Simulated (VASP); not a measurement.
Data:

```
Sn
1.0
   -2.95123     2.95123     1.60400
    2.95123    -2.95123     1.60400
    2.95123     2.95123    -1.60400
Sn
2
Direct
  0.25000   0.75000   0.50000
  0.00000   0.00000   0.00000
```

Method: PBE GGA with D4 dispersion, VASP's PBE PAW potentials (set 64) (plane waves; VASP). Settings: 520 eV cut-off, 13×13×13 Γ-centred mesh, first-order Methfessel-Paxton smearing of 0.10 eV, potentials Sn_d.

### Question
Give the stress tensor in GPa (positive for a compressed cell).

### Answer

```
-1.57   0.00   0.00
 0.00  -1.57   0.00
 0.00   0.00  -1.52
```
The pressure is its mean diagonal, -1.55 GPa.

The compound is Sn in the beta structure. This cell is one point of a volume scan, at 1.03 of the reference volume.
